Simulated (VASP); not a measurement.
A convergence study with VASP on C (diamond): one setting is varied, all else stays as given below, so the limit is that of these other settings.

```
CELL_PARAMETERS angstrom
      0.00000     1.78350     1.78350
      1.78350     0.00000     1.78350
      1.78350     1.78350     0.00000
ATOMIC_POSITIONS crystal
  C  0.00000 0.00000 0.00000
  C  0.25000 0.25000 0.25000
```

Level of theory: PBE GGA, VASP's PBE PAW potentials (set 64) (plane waves; VASP). The tightest run used: 700 eV cut-off, 22×22×22 Γ-centred mesh, tetrahedra with Blöchl corrections, potentials C.

Gaps are read on the run's mesh, which can miss a band edge.

**Question.** The settings run are 3×3×3 mesh; 4×4×4 mesh; 5×5×5 mesh; 6×6×6 mesh; 7×7×7 mesh; 8×8×8 mesh; 9×9×9 mesh; 10×10×10 mesh; 11×11×11 mesh; 12×12×12 mesh; 13×13×13 mesh; 14×14×14 mesh; 15×15×15 mesh; 16×16×16 mesh; 17×17×17 mesh; 18×18×18 mesh; 19×19×19 mesh; 20×20×20 mesh; 21×21×21 mesh; 22×22×22 mesh. From which on does the stress (every component) stay within 0.1 GPa of the tightest run?

**Answer.** From 6×6×6 mesh on: it is off by 0.07 there and by no more than 0.1 in any finer run, while 5×5×5 mesh is off by 0.28.
```csv
setting,E (eV/atom),pressure (GPa),gap on the mesh (eV),irreducible k-points,difference judged (GPa)
3×3×3 mesh,-8.8079,6.65,4.113,4,5.21
4×4×4 mesh,-9.0316,2.57,4.433,8,1.13
5×5×5 mesh,-9.0811,1.73,4.167,10,0.28
6×6×6 mesh,-9.0934,1.52,4.154,16,0.07
7×7×7 mesh,-9.0967,1.46,4.263,20,0.02
8×8×8 mesh,-9.0977,1.45,4.134,29,0.01
9×9×9 mesh,-9.0980,1.44,4.155,35,0.00
10×10×10 mesh,-9.0981,1.45,4.172,47,0.00
11×11×11 mesh,-9.0981,1.45,4.130,56,0.00
12×12×12 mesh,-9.0981,1.45,4.155,72,0.00
13×13×13 mesh,-9.0981,1.44,4.144,84,0.00
14×14×14 mesh,-9.0981,1.44,4.131,104,0.00
15×15×15 mesh,-9.0981,1.44,4.155,120,0.00
16×16×16 mesh,-9.0981,1.44,4.135,145,0.00
17×17×17 mesh,-9.0981,1.44,4.133,165,0.00
18×18×18 mesh,-9.0981,1.44,4.150,195,0.00
19×19×19 mesh,-9.0981,1.44,4.131,220,0.00
20×20×20 mesh,-9.0981,1.44,4.135,256,0.00
21×21×21 mesh,-9.0981,1.44,4.140,286,0.00
22×22×22 mesh,-9.0981,1.44,4.130,328,0.00
```

Left out are rungs that failed or repeat a setting and relaxations that didn't move; long series are thinned to 24 rows.

The compound is C in the diamond structure. The cell was not relaxed at this level.
